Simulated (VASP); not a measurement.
**BaTiO3: energy against volume**

BaTiO3 (cubic perovskite, Pm-3m, 12.645 Å³/atom and stress up to 0.08 GPa in the relaxed cell, cube axes along x, y and z) under an equal strain ε along all three axes. PBEsol in VASP (plane waves, PAW), 600 eV, 8×8×8 Γ-centred mesh, Gaussian smearing 0.05 eV; ions are relaxed, or left where forces stay under 0.02 eV/Å, within the symmetry of each cell.

Here V stands for volume and E for E less E0.

```csv
volume (Å³/atom),E less E0 (meV/atom),pressure (GPa)
11.5406,?,?
11.9012,28.40,12.35
12.0843,15.90,8.91
12.2693,7.14,5.69
12.4561,1.89,2.70
12.6449,0.00,-0.08
12.8355,1.29,-2.65
13.0280,5.57,-5.06
13.2224,12.72,-7.28
13.4188,22.59,-9.34
```

Taking the third-order Birch-Murnaghan form, a cubic in V^(-2/3) for E over the 9 complete rows: With u = V^(-2/3) - 0.184, the rows have u = 0.007840, 0.005897, 0.003984, 0.002100, 0.000242, -0.001586, -0.003387, -0.005162, -0.006911. Least squares gives E = -0.010 - 75.93·u + 466684·u² + 660094·u³. Residuals (row less fit): 0.002, -0.006, 0.003, -0.005, 0.001, 0.008, -0.005, -0.007, 0.003; standard error 0.007 (degrees of freedom: 5). Its minimum lies at u = 0.000081, so V0 = (0.184081)^(-3/2) = 12.66. There d²E/du² = 933700 and d³E/du³ = 3961000, so B0 = (4/9) × 12.66^(-7/3) × 933700 × 0.160218 = 178 GPa (the last factor turns the table's units into GPa), and B0' = 4 + (2/3) × 0.184081 × (3961000)/933700 = 4.5. B0' rests on the cubic coefficient alone and has a standard error of 0.1 from these residuals.

Q: Estimate the missing E (V = 11.5406); what did the run itself give?

A: u = 0.011816, so E = -0.010 - 75.93 × 0.011816 + 466684 × 0.011816² + 660094 × 0.011816³ = 65.339 meV/atom. The calculation gives 65.35 meV/atom, 0.011 meV/atom above the prediction (0.0 % of the range of E in the table). The row lies outside the fitted rows, so this is an extrapolation. From the scatter of the fitted rows alone, a prediction at this place has a standard error of 0.033 meV/atom, so the miss is 0.3 times that.

The primitive cell can neither tilt nor turn polar against its symmetry, as such crystals can under strain. Other structures, which can take over under pressure, weren't tried. The same form fitted to the pressure column gives B0' = 4.6; series where the two differ by over 0.4 aren't shown. BaTiO3 is here the ideal cubic form; the compound distorts at low or room temperature. Rows are the converged runs of the series near zero and its far end, less any whose ions stayed unrelaxed beside relaxed ones; series whose fitted rows scatter by over a few per cent of the range, as at a crossing or softening among them, aren't shown in this form.
